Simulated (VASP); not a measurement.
OSZICAR of a VASP run on PbS (rock salt):

OSZICAR:
```
       N       E                     dE             d eps       ncg     rms          rms(c)
DAV:   1     0.993792765157E+02    0.99379E+02   -0.99993E+03   560   0.154E+03
DAV:   2    -0.561267630660E+02   -0.15551E+03   -0.15189E+03   584   0.363E+02
DAV:   3    -0.698490407605E+02   -0.13722E+02   -0.13396E+02   766   0.110E+02
DAV:   4    -0.701779121216E+02   -0.32887E+00   -0.32871E+00   604   0.198E+01
DAV:   5    -0.701912870364E+02   -0.13375E-01   -0.13375E-01   838   0.402E+00    0.470E+00
DAV:   6    -0.649587051904E+02    0.52326E+01   -0.28467E+00   686   0.330E+01    0.400E+00
DAV:   7    -0.650013585840E+02   -0.42653E-01   -0.70283E-01   572   0.114E+01    0.218E+00
DAV:   8    -0.649650452045E+02    0.36313E-01   -0.67811E-01   560   0.742E+00    0.814E-01
DAV:   9    -0.651049014199E+02   -0.13986E+00   -0.19467E-01   572   0.413E+00    0.646E-01
DAV:  10    -0.651044676203E+02    0.43380E-03   -0.44167E-02   614   0.229E+00    0.366E-01
DAV:  11    -0.651039138457E+02    0.55377E-03   -0.12988E-02   566   0.106E+00    0.868E-02
DAV:  12    -0.651074694438E+02   -0.35556E-02   -0.26903E-03   584   0.561E-01    0.959E-02
DAV:  13    -0.651072499313E+02    0.21951E-03   -0.99624E-04   602   0.354E-01    0.963E-02
DAV:  14    -0.651074907256E+02   -0.24079E-03   -0.27758E-04   638   0.207E-01    0.290E-02
DAV:  15    -0.651076148299E+02   -0.12410E-03   -0.18690E-04   608   0.172E-01    0.946E-03
DAV:  16    -0.651076057939E+02    0.90360E-05   -0.19647E-05   668   0.516E-02    0.571E-03
DAV:  17    -0.651076144122E+02   -0.86183E-05   -0.87666E-06   596   0.368E-02    0.553E-03
DAV:  18    -0.651076132750E+02    0.11372E-05   -0.57301E-07   370   0.885E-03    0.309E-03
DAV:  19    -0.651076142505E+02   -0.97552E-06   -0.73118E-07   352   0.701E-03
   1 F= -.65107614E+02 E0= -.65107614E+02  d E =-.651076E+02
       N       E                     dE             d eps       ncg     rms          rms(c)
DAV:   1    -0.651092936698E+02   -0.16804E-02   -0.55693E-02   692   0.448E+00    0.238E-01
DAV:   2    -0.651078270557E+02    0.14666E-02   -0.33441E-03   686   0.106E+00    0.860E-02
DAV:   3    -0.651076392961E+02    0.18776E-03   -0.87196E-04   694   0.571E-01    0.191E-02
DAV:   4    -0.651076476490E+02   -0.83529E-05   -0.51964E-05   572   0.959E-02    0.154E-02
DAV:   5    -0.651076356897E+02    0.11959E-04   -0.35895E-05   584   0.700E-02    0.554E-03
DAV:   6    -0.651076324294E+02    0.32603E-05   -0.69520E-05   578   0.984E-02    0.263E-03
DAV:   7    -0.651076500069E+02   -0.17578E-04   -0.13004E-05   584   0.379E-02    0.101E-03
DAV:   8    -0.651076494505E+02    0.55646E-06   -0.28073E-07   304   0.450E-03
   2 F= -.65107649E+02 E0= -.65107649E+02  d E =-.351999E-04
```

### Question
Which electronic solver shows in the log?

### Answer
It is blocked Davidson (ALGO = Normal, or the opening steps of other solvers). The INCAR had ALGO = Normal.

### Question
Can the final energy be trusted as converged?

### Answer
Self-consistency was reached. It stopped with EDIFF = 1E-6, NELM = 100, NSW = 60 and EDIFFG = -0.01 after 2 ionic steps (r2SCAN+rVV10, plane waves, VASP's PBE PAW potentials (set 64)).

The compound is PbS in the rock salt structure. This run relaxes it. Symmetry was kept, so distortions that lower it aren't found.
